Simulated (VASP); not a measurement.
# TaMo2S4 (C2/m) in VASP: single point with PBE

Aim: the single point of TaMo2S4 with PBE.

Program: VASP 6.6.1. These are calculated values, not measurements. Logs are shortened: lines on timing, memory, paths and dates and some standing lists are left out, and cuts for length are marked.

**1. Starting point**

It takes space group C2/m (No. 12, monoclinic). The conventional cell has a = 12.818 Å, b = 3.234 Å, c = 5.945 Å, α = 90.00°, β = 114.68°, γ = 90.00°. S (site symmetry m) has 2 Ta at 2.40 Å and 3 Mo at 2.55 to 2.62 Å as nearest neighbours. S (site symmetry m) is surrounded by 3 Mo at 2.38 to 2.39 Å and 1 Ta at 2.44 Å. Ta (site symmetry 2/m) has 6 S at 2.40 to 2.44 Å as nearest neighbours. Around Mo (site symmetry m) lie 6 S at 2.38 to 2.62 Å.

The cell was built by a generator and needn't be a form met in nature.

**2. Single point, PBE**

Input file INCAR:

```
PREC = Accurate
ENCUT = 520
EDIFF = 1E-7
ISMEAR = -1
SIGMA = 0.1
LREAL = False
LASPH = True
NELM = 60
ALGO = Fast
ISIF = 2
LWAVE = False
LCHARG = False
GGA = PE
NBANDS = 40
```

Input file KPOINTS:

```
regular mesh
0
Gamma
  7 4 7
```

Input file POSCAR:

```
TaMo2S4
1.0
    0.0000000000      3.2338630000      0.0000000000
    5.9450720000      0.0000000000      0.0000000000
   -2.6765010000      1.6169320000     -5.8236320000
S Ta Mo
4 1 2
Direct
    0.3675000000      0.9726000000      0.2650000000
    0.6325000000      0.0274000000      0.7350000000
    0.8938000000      0.4493000000      0.2124000000
    0.1062000000      0.5507000000      0.7876000000
    0.0000000000      0.0000000000      0.0000000000
    0.2561000000      0.6904000000      0.4878000000
    0.7439000000      0.3096000000      0.5122000000
```

Potentials or basis: VASP PAW PBE potentials, release 64 (S, Ta_pv, Mo_sv).

The run is started by

```bash
$ cat potpaw_PBE.64/S/POTCAR potpaw_PBE.64/Ta_pv/POTCAR potpaw_PBE.64/Mo_sv/POTCAR > POTCAR
$ mpirun -np 1 vasp_std > vasp.out
```

OUTCAR:

```text
PREC = Accurate
   ENCUT = 520
   EDIFF = 1E-7
   ISMEAR = -1
   LREAL = False
   LASPH = True
   NELM = 60
   ISIF = 2
   GGA = PE

 ion  position               nearest neighbor table
   1  0.367  0.973  0.265-   5 2.40   5 2.40   7 2.55   7 2.55   6 2.62
   2  0.633  0.027  0.735-   5 2.40   5 2.40   6 2.55   6 2.55   7 2.62
   3  0.894  0.449  0.212-   6 2.38   6 2.38   7 2.39   5 2.44
   4  0.106  0.551  0.788-   7 2.38   7 2.38   6 2.39   5 2.44
   5  0.000  0.000  0.000-   2 2.40   1 2.40   2 2.40   1 2.40   4 2.44   3 2.44   6 3.02   7 3.02

   6  0.256  0.690  0.488-   3 2.38   3 2.38   4 2.39   2 2.55   2 2.55   1 2.62   7 2.84   7 2.84
                             5 3.02
   7  0.744  0.310  0.512-   4 2.38   4 2.38   3 2.39   1 2.55   1 2.55   2 2.62   6 2.84   6 2.84
                             5 3.02

  LATTYP: Found a base centered monoclinic cell.
 ALAT       =    12.8184784237
 B/A-ratio  =     0.2522813467
 C/A-ratio  =     0.4637892114
 COS(beta)  =    -0.4176004221

  Lattice vectors:

 A1 = (  -2.6765010000,  -1.6169310000,  -5.8236320000)
 A2 = (  -2.6765010000,   1.6169320000,  -5.8236320000)
 A3 = (   5.9450720000,   0.0000000000,   0.0000000000)

Analysis of symmetry for initial positions (statically):
=====================================================================
 Subroutine PRICEL returns:
 Original cell was already a primitive cell.

 Routine SETGRP: Setting up the symmetry group for a
 base centered monoclinic supercell.

 Subroutine GETGRP returns: Found  4 space group operations
 (whereof  4 operations were pure point group operations)
 out of a pool of  4 trial point group operations.

The static configuration has the point symmetry C_2h.

Analysis of symmetry for dynamics (positions and initial velocities):
=====================================================================
 Subroutine PRICEL returns:
 Original cell was already a primitive cell.

 Routine SETGRP: Setting up the symmetry group for a
 base centered monoclinic supercell.

 Subroutine GETGRP returns: Found  4 space group operations
 (whereof  4 operations were pure point group operations)
 out of a pool of  4 trial point group operations.

The dynamic configuration has the point symmetry C_2h.

 Subroutine INISYM returns: Found  4 space group operations
 (whereof  4 operations are pure point group operations),
 and found     1 'primitive' translations

----------------------------------------------------------------------------------------

                                     Primitive cell

[... 102 lines left out ...]
   EDIFFG = 0.1E-05   stopping-criterion for IOM
   NSW    =      0    number of steps for IOM
   IBRION =     -1    ionic relax: 0-MD 1-quasi-New 2-CG
   NFREE  =      0    steps in history (QN), initial steepest desc. (CG)
   ISIF   =      2    stress and relaxation
   ISYM   =      2    0-nonsym 1-usesym 2-fastsym
   POTIM  = 0.5000    time-step for ionic-motion
   TEBEG  =    0.0;   TEEND  =   0.0 temperature during run
   PSTRESS=    0.0 pullay stress
   NELECT =      63.0000    total number of electrons
   NUPDOWN=      -1.0000    fix difference up-down
   EMIN   =  10.00;   EMAX   =-10.00  energy-range for DOS
   EFERMI =   0.00;   METHOD = LEGACY
   ISMEAR =    -1;   SIGMA  =   0.10  broadening in eV -4-tet -1-fermi 0-gaus
   EFERMI_NEDOS =   21; number of points for ismear=-14 and -15
   IALGO  =     68    algorithm
   IMIX   =      4    mixing-type and parameters
     AMIX     =   0.40;   BMIX     =  1.00
     AMIX_MAG =   1.60;   BMIX_MAG =  1.00
  volume/ion in A,a.u.               =      15.99       107.94
  Fermi-wavevector in a.u.,A,eV,Ry     =   1.351546  2.554051 24.853440  1.826676
  Thomas-Fermi vector in A             =   2.478959
   LORBIT       =      0    0 simple, 1 ext, 2 COOP (PROOUT), +10 PAW based schemes
   GGA     = PE    functional components
   LHFCALC =     F    Hartree Fock is set to
   AEXX    =    0.0000 exact exchange contribution
   IVDW    =     0    specifies the selected vdW correction
   LEPSILON=     F    determine dielectric tensor
   LRPA    =     F    only Hartree local field effects (RPA)
 non-spin polarized calculation
 RMM-DIIS sequential band-by-band and
  energy-cutoff  :      520.00
  volume of cell :      111.96
 maximum number of plane-waves:      3036
   NGX = 13   NGY = 23   NGZ = 25

 number of electron      63.0000000 magnetization

 Free energy of the ion-electron system (eV)
  ---------------------------------------------------
  ext. energy  EPLUGINS =         0.00000000
  ---------------------------------------------------
  free energy    TOTEN  =       -54.82546868 eV

  energy without entropy =      -54.70165962  energy(sigma->0) =      -54.76356415

 E-fermi :   9.4208     XC(G=0): -11.7497

 val. band max:        9.4136248439   @ k =   0.2857   0.0000   0.1429
 cond. band min:       9.4272550292   @ k =   0.0000  -0.2500   0.1429
 fundamental gap:      0.0136301853
 Fermi energy:         9.4208338416

 k-point     1 :       0.0000    0.0000    0.0000
  band No.  band energies     occupation
      1     -52.1544      2.00000
      2     -52.0785      2.00000
      3     -26.4823      2.00000
      4     -26.3958      2.00000
      5     -26.2774      2.00000
      6     -26.2418      2.00000
[... 1021 lines left out ...]
     39      12.8415      0.00000
     40      12.9875      0.00000

 [... further k-points ...]
[... 5 lines left out ...]
  --------------------------------------------------------------------------------------
  -------------------------------------------------------------------------------------
  Total        5.5407539      2.8067037      9.3425419      0.0000000     -0.0000008     -0.5699712
  in kB       79.2878754     40.1637720    133.6912474      0.0000007     -0.0000115     -8.1562556
  external PRESSURE =      84.3809649 kB  Pullay stress =       0.0000000 kB

 VOLUME and BASIS-vectors are now :
 -----------------------------------------------------------------------------
  energy-cutoff  :      520.00
  volume of cell :      111.96
      direct lattice vectors                 reciprocal lattice vectors
     0.000000000  3.233863000  0.000000000     0.000000000  0.309227695  0.085857100
     5.945072000  0.000000000  0.000000000     0.168206541  0.000000000 -0.077306563
    -2.676501000  1.616932000 -5.823632000     0.000000000  0.000000000 -0.171714147

 POSITION                                       TOTAL-FORCE (eV/Angst)
 -----------------------------------------------------------------------------------
      5.07290      1.61693     -1.54326        -1.239662      0.000000     -1.272967
     -1.80433      3.23386     -4.28037         1.239662     -0.000000      1.272967
      2.10263      3.23386     -1.23694         0.253104      0.000000     -0.100986
      1.16594      1.61693     -4.58669        -0.253104     -0.000000      0.100986
      0.00000      0.00000      0.00000         0.000000      0.000000      0.000000
      2.79888      1.61693     -2.84077        -0.216565     -0.000000      0.374337
      0.46969      3.23386     -2.98286         0.216565      0.000000     -0.374337
 -----------------------------------------------------------------------------------
    total drift:                               -0.000000      0.000000     -0.000000

  FREE ENERGIE OF THE ION-ELECTRON SYSTEM (eV)
  ---------------------------------------------------
  free  energy   TOTEN  =       -54.8254686793 eV

  energy  without entropy=      -54.7016596152  energy(sigma->0) =      -54.76356415
```

stdout:

```text
POSCAR found type information on POSCAR S TaMo
 POSCAR found :  3 types and       7 ions
 scaLAPACK will be used
 LDA part: xc-table for (Slater+PW92), standard interpolation
 POSCAR, INCAR and KPOINTS ok, starting setup
 FFT: planning ... GRIDC
 FFT: planning ... GRID_SOFT
 FFT: planning ... GRID
 WAVECAR not read
 entering main loop
```

It took 2.3 min on 1 thread of Intel Xeon 6975P-C (Granite Rapids), shared host; peak memory 0.39 GiB.

Results:

| Property | Result |
| --- | --- |
| Free energy | -54.8255 eV |
| Pressure | 8.4 GPa |
| Largest force | 1.777 eV/Å |
| Band gap on the k mesh | none (metal or under the smearing width) |

Forces on the atoms (eV/Å):
```
S   -1.240  0.000 -1.273
S    1.240  0.000  1.273
S    0.253  0.000 -0.101
S   -0.253  0.000  0.101
Ta   0.000  0.000  0.000
Mo  -0.217  0.000  0.374
Mo   0.217  0.000 -0.374
```

Caveat: forces of over 1 eV/Å show positions far from the minimum, so gaps and moduli don't describe the material at rest.
